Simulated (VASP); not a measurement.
Consider the following.

```
CELL_PARAMETERS angstrom
      5.94513     0.00000     0.00000
      0.00000     4.20384     0.00000
      0.00000     0.00000    27.35152
ATOMIC_POSITIONS crystal
  Cu 0.93834 0.00000 0.67159
  Cu 0.52938 0.50000 0.62046
  Cu 0.00867 0.00000 0.54084
  Cu 0.50867 0.50000 0.45916
  Cu 0.02938 0.00000 0.37954
  Cu 0.43834 0.50000 0.32841
  I  0.26737 0.00000 0.61544
  I  0.74859 0.50000 0.70093
  I  0.25764 0.00000 0.46085
  I  0.75764 0.50000 0.53915
  I  0.24859 0.00000 0.29907
  I  0.76737 0.50000 0.38456
```

These are PBEsol GGA, VASP's PBE PAW potentials (set 64) (plane waves; VASP) values and carry that method's errors. Settings: PREC = Normal, EDIFF = 1E-5, 400 eV cut-off, 4×5×1 Γ-centred mesh, Gaussian smearing of 0.050 eV, potentials Cu I.

Question: The ions are relaxed. Which structure does the run end with?

Answer: 
```
CELL_PARAMETERS angstrom
      5.94513     0.00000     0.00000
      0.00000     4.20384     0.00000
      0.00000     0.00000    27.35152
ATOMIC_POSITIONS crystal
  Cu 0.92156 0.00000 0.66527
  Cu 0.52899 0.50000 0.61891
  Cu 0.01435 0.00000 0.53787
  Cu 0.51435 0.50000 0.46213
  Cu 0.02899 0.00000 0.38109
  Cu 0.42156 0.50000 0.33473
  I  0.27030 0.00000 0.61396
  I  0.75139 0.50000 0.69843
  I  0.26342 0.00000 0.46072
  I  0.76342 0.50000 0.53928
  I  0.25139 0.00000 0.30157
  I  0.77030 0.50000 0.38604
```

Question: How much energy does the relaxation gain?

Answer: The energy (σ→0) changes by -3.6 meV/atom, in 11 ionic steps.

| step | E(σ→0) (eV) | max force (eV/Å) | pressure (GPa) | volume (Å³) |
|---|---|---|---|---|
| 1 | -37.3725 | 0.173 | -0.43 | 683.58 |
| 2 | -37.3795 | 0.131 | -0.33 | 683.58 |
| 3 | -37.3852 | 0.136 | -0.37 | 683.58 |
| 4 | -37.3890 | 0.124 | -0.25 | 683.58 |
| 5 | -37.3952 | 0.114 | -0.36 | 683.58 |
| 6 | -37.4005 | 0.082 | -0.35 | 683.58 |
| 7 | -37.4092 | 0.058 | -0.37 | 683.58 |
| 8 | -37.4099 | 0.090 | -0.31 | 683.58 |
| 9 | -37.4135 | 0.054 | -0.30 | 683.58 |
| 10 | -37.4142 | 0.064 | -0.26 | 683.58 |
| 11 | -37.4155 | 0.024 | -0.05 | 683.58 |

The cell is a thin slab with vacuum, built from CuI (zinc blende): (110) face.
